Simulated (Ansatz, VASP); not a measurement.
# Ni (Ni(100), 7 layers): VASP beside Ansatz, part 2 of 2

One calculation is typed for both programs; each brings its own data sets. How far apart do they land? The cell is taken from a series of runs on this material, whose earlier steps may have relaxed, scaled, displaced or heated it; both programs get it as it stands.

VASP 6.6.1 and Ansatz 0.2.0.

So far: Set-up; Ansatz: single point, PBE.

## Step 3: VASP: single point, PBE

Level of this step: PBE, spin-polarised from a ferromagnetic start; plane waves and PAW (Ni) (VASP).

The same cell, functional, mesh and smearing now go to VASP, with its own data sets.

Lines of VASP's logs that name or quote its potential files are left out, and so is its time.

File INCAR:

```
SYSTEM = Ni
PREC = Accurate
ENCUT = 520
EDIFF = 1E-06
NELM = 200
ISMEAR = -1
SIGMA = 0.1
LREAL = .FALSE.
ALGO = Normal
GGA = PE
NBANDS = 49
ISPIN = 2
MAGMOM = 0.76 0.69 0.68 0.66 0.68 0.69 0.76
LASPH = .TRUE.
LMAXMIX = 4
LORBIT = 11
LWAVE = .FALSE.
LCHARG = .FALSE.
ISIF = 2
LDIPOL = .TRUE.
IDIPOL = 3
DIPOL = 0.5 0.5 0.5
LVHAR = .TRUE.
GGA_COMPAT = .FALSE.
NELMDL = -8
KPAR = 2
```

File POSCAR:

```
Ni
1.0
    2.4890158698      0.0000000000      0.0000000000
    0.0000000000      2.4890158698      0.0000000000
    0.0000000000      0.0000000000     26.5600000000
Ni
7
Direct
    0.0000000000      0.0000000000      0.3033971608
    0.5000000000      0.5000000000      0.3670177970
    0.0000000000      0.0000000000      0.4337349398
    0.5000000000      0.5000000000      0.5000000000
    0.0000000000      0.0000000000      0.5662650602
    0.5000000000      0.5000000000      0.6329822030
    0.0000000000      0.0000000000      0.6966028392
```

File KPOINTS:

```
Automatic mesh
0
Gamma
12 12 1
0 0 0
```

The projector-augmented-wave data sets are Ni (PBE family, release 64).

Run with:

```
$ mpirun -np 2 vasp_std
```

Numbers of over 12 decimals in the logs are rounded to 6 here.

Log:

```text
[banner, memory and clock lines left out]
running    2 mpi-ranks, on    1 nodes
 distrk:  each k-point on    1 cores,    2 groups
 distr:  one band on    1 cores,    1 groups

 POSCAR found type information on POSCAR Ni
 POSCAR found :  1 types and       7 ions
 LDA part: xc-table for (Slater+PW92), standard interpolation
 POSCAR, INCAR and KPOINTS ok, starting setup
 FFT: planning ... GRIDC
 FFT: planning ... GRID_SOFT
 FFT: planning ... GRID
 WAVECAR not read
 entering main loop
       N       E                     dE             d eps       ncg     rms          rms(c)
DAV:   1     0.522897175760E+03    0.52290E+03   -0.31411E+04  5504   0.168E+03
DAV:   2     0.875499177667E+00   -0.52202E+03   -0.49606E+03  5488   0.351E+02
DAV:   3    -0.426646980733E+02   -0.43540E+02   -0.40738E+02  6033   0.139E+02
DAV:   4    -0.435019189665E+02   -0.83722E+00   -0.83494E+00  6026   0.212E+01
DAV:   5    -0.435210502560E+02   -0.19131E-01   -0.19131E-01  8523   0.206E+00
DAV:   6    -0.435212039214E+02   -0.15367E-03   -0.15366E-03  7384   0.207E-01
DAV:   7    -0.435212097004E+02   -0.57790E-05   -0.57786E-05  8244   0.323E-02
DAV:   8    -0.435212098040E+02   -0.10356E-06   -0.10372E-06  4336   0.470E-03    0.252E+01
DAV:   9    -0.457788082004E+02   -0.22576E+01   -0.82290E+01  6154   0.124E+02    0.352E+01
DAV:  10    -0.528319924753E+02   -0.70532E+01   -0.82182E+01  6266   0.157E+02    0.397E+01
DAV:  11    -0.428561299433E+02    0.99759E+01   -0.27921E+01  8177   0.781E+01    0.325E+01
DAV:  12    -0.371636833523E+02    0.56924E+01   -0.11529E+01  7465   0.508E+01    0.130E+01
DAV:  13    -0.402125547448E+02   -0.30489E+01   -0.17780E+01  6280   0.780E+01    0.286E+01
DAV:  14    -0.393249421552E+02    0.88761E+00   -0.42582E+01  6294   0.530E+01    0.251E+01
[...]
DAV:  38    -0.367761099463E+02   -0.12728E-03   -0.20044E-06  3992   0.202E-02    0.928E-03
DAV:  39    -0.367762150785E+02   -0.10513E-03   -0.18259E-06  4154   0.968E-03    0.999E-03
DAV:  40    -0.367762527444E+02   -0.37666E-04   -0.28596E-07  3733   0.669E-03    0.732E-03
DAV:  41    -0.367762873591E+02   -0.34615E-04   -0.32361E-07  3743   0.767E-03    0.342E-03
DAV:  42    -0.367762930155E+02   -0.56564E-05   -0.13876E-07  3627   0.376E-03    0.251E-03
DAV:  43    -0.367762954290E+02   -0.24135E-05   -0.11281E-07  3560   0.320E-03    0.198E-03
DAV:  44    -0.367762964461E+02   -0.10171E-05   -0.53449E-08  3539   0.368E-03    0.877E-04
DAV:  45    -0.367762969266E+02   -0.48054E-06   -0.22187E-08  3365   0.163E-03
   1 F= -.36776297E+02 E0= -.36576866E+02  d E =-.398861E+00  mag=     4.5527
```

Parts of OUTCAR (step 3):

```text
ion  position               nearest neighbor table
   1  0.000  0.000  0.303-   2 2.44   2 2.44   2 2.44   2 2.44
   2  0.500  0.500  0.367-   1 2.44   1 2.44   1 2.44   1 2.44   3 2.50   3 2.50   3 2.50   3 2.50

  LATTYP: Found a simple tetragonal cell.
 ALAT       =     2.4890158698
 C/A-ratio  =    10.6708841524

 Subroutine GETGRP returns: Found 16 space group operations
 (whereof 16 operations were pure point group operations)

The static configuration has the point symmetry D_4h.

 Found     28 irreducible k-points:

   k-points           NKPTS =     28   k-points in BZ     NKDIM =     28   number of bands    NBANDS=     49

   dimension x,y,z NGX =    20 NGY =   20 NGZ =  200
   dimension x,y,z NGXF=    40 NGYF=   40 NGZF=  400

   ENCUT  =  520.0 eV  38.22 Ry    6.18 a.u.   4.63  4.63 49.38*2*pi/ulx,y,z

   NELECT =      70.0000    total number of electrons

 k-points in reciprocal lattice and weights: Automatic mesh
   0.00000000  0.00000000  0.00000000       0.007
   0.08333333  0.00000000  0.00000000       0.028
   0.16666667  0.00000000  0.00000000       0.028
   0.25000000  0.00000000  0.00000000       0.028
   0.33333333  0.00000000  0.00000000       0.028
   0.41666667  0.00000000  0.00000000       0.028
   0.50000000  0.00000000  0.00000000       0.014
   0.08333333  0.08333333  0.00000000       0.028
   0.16666667  0.08333333  0.00000000       0.056
[...]
0.50000000  0.41666667  0.00000000       0.028
   0.50000000  0.50000000  0.00000000       0.007

 dipolmoment           0.000000      0.000000      0.000000 electrons x Angstroem

 average (electrostatic) potential at core
       1 -89.3170       2 -89.6500       3 -89.5905       4 -89.5867       5 -89.5905
       6 -89.6500       7 -89.3170

 E-fermi :   1.7684

 spin component 1
 k-point     1 :       0.0000    0.0000    0.0000
  band No.  band energies     occupation
    ...
     37       1.1744      0.99738
     38       1.2193      0.99590
     39       1.2725      0.99303
     40       1.2725      0.99303
     41       1.4711      0.95134
     42       2.9149      0.00001
     43       3.8637      0.00000
     44       6.4956      0.00000
     45       6.7759      0.00000
     46       7.7038      0.00000
    ...

 k-point     2 :       0.0833    0.0000    0.0000
  band No.  band energies     occupation
    ...
     36       0.9850      0.99960
     37       1.1341      0.99824
     38       1.1344      0.99824
     39       1.2202      0.99586
     40       1.2795      0.99253
     41       1.9559      0.13296
     42       3.3108      0.00000
     43       4.3146      0.00000
     44       6.6668      0.00000
     45       6.9588      0.00000
    ...

 k-point     3 :       0.1667    0.0000    0.0000
  band No.  band energies     occupation
    ...
     36       1.0509      0.99924
     37       1.1682      0.99753
     38       1.2450      0.99470
     39       1.2504      0.99441
     40       1.4404      0.96375
     41       2.7187      0.00007
     42       4.1625      0.00000
     43       5.3231      0.00000
     44       7.1770      0.00000
     45       7.5091      0.00000
    ...

 k-point     4 :       0.2500    0.0000    0.0000
  band No.  band energies     occupation
    ...
     35       0.9953      0.99956
     36       1.0790      0.99899
     37       1.1482      0.99798
     38       1.2135      0.99612
     39       1.2279      0.99553
     40       2.0428      0.06044
     41       3.5690      0.00000
     42       5.1854      0.00000
     43       6.5467      0.00000
     44       8.0039      0.00000
    ...

 k-point     5 :       0.3333    0.0000    0.0000
  band No.  band energies     occupation
    ...
     35       1.0483      0.99926
     36       1.1300      0.99832
     37       1.1572      0.99779
     38       1.2153      0.99605
     39       1.3116      0.98973
     40       2.6750      0.00012
     41       4.3551      0.00000
     42       5.9152      0.00000
     43       7.1167      0.00000
     44       7.2926      0.00000
    ...

 k-point     6 :       0.4167    0.0000    0.0000
  band No.  band energies     occupation
    ...
     35       1.1805      0.99721
     36       1.2383      0.99504
     37       1.4666      0.95338
     38       1.6800      0.70763
     39       1.7020      0.66019
     40       3.0431      0.00000
     41       4.0626      0.00000
     42       4.3378      0.00000
     43       6.5561      0.00000
     44       6.5583      0.00000
    ...

  Total       -1.2794922     -1.2794922      0.2003784      0.0000000     -0.0000000     -0.0000000
  in kB      -12.4584734    -12.4584734      1.9510932      0.0000000     -0.0000000     -0.0000000
  external PRESSURE =      -7.6552845 kB  Pullay stress =       0.0000000 kB

  energy-cutoff  :      520.00
  volume of cell :      164.54
      direct lattice vectors                 reciprocal lattice vectors
     2.489015870  0.000000000  0.000000000     0.401765217  0.000000000  0.000000000
     0.000000000  2.489015870  0.000000000     0.000000000  0.401765217  0.000000000
     0.000000000  0.000000000 26.560000000     0.000000000  0.000000000  0.037650602

 POSITION                                       TOTAL-FORCE (eV/Angst)
 -----------------------------------------------------------------------------------
      0.00000      0.00000      8.05823         0.000000      0.000000     -0.046209
      1.24451      1.24451      9.74799         0.000000     -0.000000      0.036487
      0.00000      0.00000     11.52000         0.000000     -0.000000      0.006508
      1.24451      1.24451     13.28000         0.000000     -0.000000      0.000000
      0.00000      0.00000     15.04000        -0.000000     -0.000000     -0.006508
      1.24451      1.24451     16.81201        -0.000000     -0.000000     -0.036487
      0.00000      0.00000     18.50177        -0.000000      0.000000      0.046209
 -----------------------------------------------------------------------------------
    total drift:                                0.000000      0.000000      0.000000

  FREE ENERGIE OF THE ION-ELECTRON SYSTEM (eV)
  ---------------------------------------------------
  free  energy   TOTEN  =       -36.7762969266 eV

  energy  without entropy=      -36.3774357025  energy(sigma->0) =      -36.57686631

 vacuum level on the upper side and lower side of the slab         6.656         6.656

 total charge
# of ion       s       p       d       tot
------------------------------------------
    1        0.480   0.354   8.324   9.158
    2        0.501   0.510   8.317   9.327
    3        0.496   0.493   8.313   9.302
    4        0.497   0.495   8.315   9.307
    5        0.496   0.493   8.313   9.302
    6        0.501   0.510   8.317   9.327
    7        0.480   0.354   8.324   9.158
--------------------------------------------------
tot          3.449   3.208  58.223  64.880

 magnetization (x)
# of ion       s       p       d       tot
------------------------------------------
    1       -0.002  -0.017   0.747   0.728
    2       -0.007  -0.024   0.677   0.646
    3       -0.007  -0.024   0.668   0.638
    4       -0.006  -0.024   0.650   0.619
    5       -0.007  -0.024   0.668   0.638
    6       -0.007  -0.024   0.677   0.646
    7       -0.002  -0.017   0.747   0.728
--------------------------------------------------
tot         -0.039  -0.155   4.836   4.642

[... 6 further parts left out ...]
```

## Step 4: Differences

Known differences besides the potentials themselves: VASP starts from the moments at which Ansatz ended; the data sets hold 126 valence electrons in Ansatz (on its default PAW (the set named soft_2) files) and 70 in VASP; the cutoff is 420 eV in Ansatz and 520 eV in VASP; site moments are counted in spheres of each program's own size. Total energies have different zeros and are not compared.

Compared:

```csv
quantity,Ansatz,VASP,difference
total moment (μB),4.66,4.55,+0.11
moment on Ni1 (μB),0.76,0.73,+0.04
moment on Ni7 (μB),0.76,0.73,+0.04
moment on Ni6 (μB),0.69,0.65,+0.05
moment on Ni2 (μB),0.69,0.65,+0.05
moment on Ni5 (μB),0.68,0.64,+0.04
moment on Ni3 (μB),0.68,0.64,+0.04
moment on Ni4 (μB),0.66,0.62,+0.04
"work function, lower of the two faces (eV)",4.90,4.89,+0.02
"work function, higher of the two faces (eV)",4.90,4.89,+0.02
```

With vacuum in the cell, a pressure given here is an average over mostly empty space and none of the material.

## Step 5: Outcome

```
difference in work function, higher of the two faces (single point, PBE) : 0.017 eV
```

In words: The difference in work function, higher of the two faces is 0.017 eV (single point, PBE). The data sets hold unlike numbers of valence electrons (126 in Ansatz and 70 in VASP), so part of the differences comes from the potentials. How closely two codes agree says nothing of how well the functional describes the real material.

[Lines on the potential files, build, host, timing and source positions are cut from VASP's logs without a mark.]

[Logs are printed without paths, hosts, clocks, repeated set-up lines and the standing remarks that a program may print on its own settings, such as how far it seeks lower states.]

[Hosts, paths, dates, database ids (printed as entryN), source tags and the programs' standing remarks are cut or masked in the printed files.]
